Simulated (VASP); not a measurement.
These are rev-vdW-DF2, VASP's PBE PAW potentials (set 64) (plane waves; VASP) values and carry that method's errors.

VASP ran on this input.

KPOINTS:
```
Automatic
0
G
  8 8 8
0 0 0
```

### INCAR
```
AGGAC = 0.0
ALGO = Normal
EDIFF = 1E-7
ENCUT = 520
GGA = MK
ISIF = 2
ISMEAR = 0
LASPH = .True.
LCHARG = .False.
LMAXMIX = 6
LREAL = .False.
LUSE_VDW = .True.
LWAVE = .False.
NELM = 100
PARAM1 = 0.1234568
PARAM2 = 0.7114
PREC = Accurate
SIGMA = 0.05
SYSTEM = HfO2
ZAB_VDW = -1.8867
```

**POSCAR**
```
HfO2
1
    0.0000000000     2.5497118262     2.5497118262
    2.5497118262     0.0000000000     2.5497118262
    2.5497118262     2.5497118262     0.0000000000
Hf O
1 2
Direct
  0.0000000000   0.0000000000   0.0000000000
  0.2500000000   0.2500000000   0.2500000000
  0.7500000000   0.7500000000   0.7500000000
```

POTCAR, in this order: Hf_pv O (PBE.64 set). Program: vasp_std.

Output

OUTCAR:
```
 ion  position               nearest neighbor table
   1  0.000  0.000  0.000-   2 2.21   3 2.21   3 2.21   3 2.21   3 2.21   2 2.21   2 2.21   2 2.21
  LATTYP: Found a face centered cubic cell.
 ALAT       =     5.0994236524
 Subroutine PRICEL returns:
 Original cell was already a primitive cell.
 Subroutine GETGRP returns: Found 48 space group operations
The static configuration has the point symmetry O_h .
The dynamic configuration has the point symmetry O_h .
 Subroutine INISYM returns: Found 48 space group operations
 Subroutine IBZKPT returns following result:
 Found     29 irreducible k-points:

 Following reciprocal coordinates:
            Coordinates               Weight
  0.000000  0.000000  0.000000      1.000000
  0.125000  0.000000  0.000000      8.000000
  0.250000  0.000000  0.000000      8.000000
  0.375000  0.000000  0.000000      8.000000
  0.500000  0.000000  0.000000      4.000000
  0.125000  0.125000  0.000000      6.000000
  0.250000  0.125000  0.000000     24.000000
  0.375000  0.125000  0.000000     24.000000
  0.500000  0.125000  0.000000     24.000000
 -0.375000  0.125000  0.000000     24.000000
 -0.250000  0.125000  0.000000     24.000000
 -0.125000  0.125000  0.000000     12.000000
  0.250000  0.250000  0.000000      6.000000
  0.375000  0.250000  0.000000     24.000000
  0.500000  0.250000  0.000000     24.000000
 -0.375000  0.250000  0.000000     24.000000
 -0.250000  0.250000  0.000000     12.000000
  0.375000  0.375000  0.000000      6.000000
  0.500000  0.375000  0.000000     24.000000
 -0.375000  0.375000  0.000000     12.000000
  0.500000  0.500000  0.000000      3.000000
  0.375000  0.250000  0.125000     24.000000
  0.500000  0.250000  0.125000     48.000000
 -0.375000  0.250000  0.125000     24.000000
  0.500000  0.375000  0.125000     24.000000
...
```

File OSZICAR:
```
       N       E                     dE             d eps       ncg     rms          rms(c)
DAV:   1     0.105567760357E+03    0.10557E+03   -0.13070E+04   870   0.146E+03
DAV:   2    -0.276991295642E+02   -0.13327E+03   -0.13042E+03  1087   0.315E+02
DAV:   3    -0.316012222176E+02   -0.39021E+01   -0.38987E+01  1094   0.551E+01
DAV:   4    -0.316231489631E+02   -0.21927E-01   -0.21923E-01  1129   0.447E+00
DAV:   5    -0.316233380696E+02   -0.18911E-03   -0.18909E-03  1073   0.371E-01    0.465E+01
DAV:   6    -0.259198997447E+02    0.57034E+01   -0.31111E+01   982   0.387E+01    0.422E+01
DAV:   7    -0.257987187998E+02    0.12118E+00   -0.84041E-01  1038   0.850E+00    0.288E+01
DAV:   8    -0.257602443118E+02    0.38474E-01   -0.26526E-01  1094   0.538E+00    0.641E+00
DAV:   9    -0.257473485757E+02    0.12896E-01   -0.47344E-02  1017   0.202E+00    0.172E+00
DAV:  10    -0.257471921500E+02    0.15643E-03   -0.37119E-03  1241   0.482E-01    0.199E-01
DAV:  11    -0.257471762683E+02    0.15882E-04   -0.20416E-04  1010   0.121E-01    0.173E-01
DAV:  12    -0.257471772474E+02   -0.97911E-06   -0.20718E-05  1181   0.372E-02    0.256E-02
DAV:  13    -0.257471775226E+02   -0.27526E-06   -0.11670E-06  1045   0.873E-03    0.853E-03
DAV:  14    -0.257471775417E+02   -0.19065E-07   -0.68574E-08   750   0.230E-03
   1 F= -.25747178E+02 E0= -.25747178E+02  d E =-.789964E-13
```

**OUTCAR**
```
------------------------ aborting loop because EDIFF is reached ----------------------------------------
  FORCE on cell =-STRESS in cart. coord.  units (eV):
  Direction    XX          YY          ZZ          XY          YZ          ZX
  --------------------------------------------------------------------------------------
  Total       -1.5119476     -1.5119476     -1.5119476      0.0000000      0.0000000     -0.0000000
  in kB      -73.0708294    -73.0708294    -73.0708294      0.0000000      0.0000000     -0.0000000
  external PRESSURE =     -73.0708294 kB  Pullay stress =       0.0000000 kB
  volume of cell :       33.15
      direct lattice vectors                 reciprocal lattice vectors
     0.000000000  2.549711826  2.549711826    -0.196100593  0.196100593  0.196100593
     2.549711826  0.000000000  2.549711826     0.196100593 -0.196100593  0.196100593
     2.549711826  2.549711826  0.000000000     0.196100593  0.196100593 -0.196100593
 POSITION                                       TOTAL-FORCE (eV/Angst)
 -----------------------------------------------------------------------------------
      0.00000      0.00000      0.00000         0.000000      0.000000     -0.000000
      1.27486      1.27486      1.27486        -0.000000     -0.000000     -0.000000
      3.82457      3.82457      3.82457         0.000000      0.000000      0.000000
 -----------------------------------------------------------------------------------
    total drift:                                0.000000      0.000000      0.000000
  FREE ENERGIE OF THE ION-ELECTRON SYSTEM (eV)
  ---------------------------------------------------
  free  energy   TOTEN  =       -25.7471775417 eV

  energy  without entropy=      -25.7471775417  energy(sigma->0) =      -25.74717754
```
(Selected blocks of OUTCAR.)

The compound is HfO2 in the fluorite structure, the high-temperature cubic form, which is unstable at 0 K; the monoclinic form is the stable one. This cell is one point of a volume scan, at 1.03 of the reference volume.
